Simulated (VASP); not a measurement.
Here is the system:

```
CELL_PARAMETERS angstrom
     -2.27277     2.27277     1.20230
      2.27277    -2.27277     1.20230
      2.27277     2.27277    -1.20230
ATOMIC_POSITIONS crystal
  Cu 0.75000 0.25000 0.50000
  Cu 0.00000 0.00000 0.00000
```

Computed with PBEsol GGA, VASP's PBE PAW potentials (set 64) (plane waves; VASP). Run with 400 eV cut-off, 19×19×19 Γ-centred mesh, tetrahedra with Blöchl corrections, potentials Cu.

Tabulate the total density of states (states/eV per cell) against energy (eV; zero at the valence-band maximum or, without a gap, the Fermi level).

```json
[
 {"E (eV)": "-9.95", "DOS (states/eV)": "0.00"},
 {"E (eV)": "-9.74", "DOS (states/eV)": "0.00"},
 {"E (eV)": "-9.53", "DOS (states/eV)": "0.00"},
 {"E (eV)": "-9.21", "DOS (states/eV)": "0.00"},
 {"E (eV)": "-9.00", "DOS (states/eV)": "0.00"},
 {"E (eV)": "-8.79", "DOS (states/eV)": "0.05"},
 {"E (eV)": "-8.59", "DOS (states/eV)": "0.09"},
 {"E (eV)": "-8.38", "DOS (states/eV)": "0.12"},
 {"E (eV)": "-8.17", "DOS (states/eV)": "0.14"},
 {"E (eV)": "-7.85", "DOS (states/eV)": "0.17"},
 {"E (eV)": "-7.64", "DOS (states/eV)": "0.19"},
 {"E (eV)": "-7.43", "DOS (states/eV)": "0.21"},
 {"E (eV)": "-7.22", "DOS (states/eV)": "0.23"},
 {"E (eV)": "-7.01", "DOS (states/eV)": "0.25"},
 {"E (eV)": "-6.80", "DOS (states/eV)": "0.28"},
 {"E (eV)": "-6.49", "DOS (states/eV)": "0.32"},
 {"E (eV)": "-6.28", "DOS (states/eV)": "0.34"},
 {"E (eV)": "-6.07", "DOS (states/eV)": "0.38"},
 {"E (eV)": "-5.86", "DOS (states/eV)": "0.43"},
 {"E (eV)": "-5.65", "DOS (states/eV)": "0.48"},
 {"E (eV)": "-5.44", "DOS (states/eV)": "0.53"},
 {"E (eV)": "-5.13", "DOS (states/eV)": "0.72"},
 {"E (eV)": "-4.92", "DOS (states/eV)": "0.93"},
 {"E (eV)": "-4.71", "DOS (states/eV)": "1.41"},
 {"E (eV)": "-4.50", "DOS (states/eV)": "3.03"},
 {"E (eV)": "-4.29", "DOS (states/eV)": "5.84"},
 {"E (eV)": "-4.08", "DOS (states/eV)": "3.09"},
 {"E (eV)": "-3.77", "DOS (states/eV)": "7.26"},
 {"E (eV)": "-3.56", "DOS (states/eV)": "9.44"},
 {"E (eV)": "-3.35", "DOS (states/eV)": "4.28"},
 {"E (eV)": "-3.14", "DOS (states/eV)": "5.04"},
 {"E (eV)": "-2.93", "DOS (states/eV)": "4.30"},
 {"E (eV)": "-2.72", "DOS (states/eV)": "4.91"},
 {"E (eV)": "-2.41", "DOS (states/eV)": "5.33"},
 {"E (eV)": "-2.20", "DOS (states/eV)": "8.47"},
 {"E (eV)": "-1.99", "DOS (states/eV)": "10.8"},
 {"E (eV)": "-1.78", "DOS (states/eV)": "7.85"},
 {"E (eV)": "-1.57", "DOS (states/eV)": "6.13"},
 {"E (eV)": "-1.36", "DOS (states/eV)": "4.15"},
 {"E (eV)": "-1.05", "DOS (states/eV)": "0.92"},
 {"E (eV)": "-0.84", "DOS (states/eV)": "0.73"},
 {"E (eV)": "-0.63", "DOS (states/eV)": "0.67"},
 {"E (eV)": "-0.42", "DOS (states/eV)": "0.64"},
 {"E (eV)": "-0.21", "DOS (states/eV)": "0.62"},
 {"E (eV)": "0.00", "DOS (states/eV)": "0.61"},
 {"E (eV)": "0.32", "DOS (states/eV)": "0.63"},
 {"E (eV)": "0.52", "DOS (states/eV)": "0.59"},
 {"E (eV)": "0.73", "DOS (states/eV)": "0.55"},
 {"E (eV)": "0.94", "DOS (states/eV)": "0.52"},
 {"E (eV)": "1.15", "DOS (states/eV)": "0.43"},
 {"E (eV)": "1.36", "DOS (states/eV)": "0.38"},
 {"E (eV)": "1.68", "DOS (states/eV)": "0.34"},
 {"E (eV)": "1.89", "DOS (states/eV)": "0.32"},
 {"E (eV)": "2.10", "DOS (states/eV)": "0.31"},
 {"E (eV)": "2.30", "DOS (states/eV)": "0.30"},
 {"E (eV)": "2.51", "DOS (states/eV)": "0.36"},
 {"E (eV)": "2.72", "DOS (states/eV)": "0.48"},
 {"E (eV)": "3.04", "DOS (states/eV)": "0.59"},
 {"E (eV)": "3.25", "DOS (states/eV)": "0.72"},
 {"E (eV)": "3.46", "DOS (states/eV)": "0.61"}
]
```
Within 2 eV below the Fermi level the largest weight inside VASP's projection spheres is Cu d.

The structure was generated: Cu was put into the beta-Sn type (I4_1/amd), which need not be its known phase. It was relaxed first.
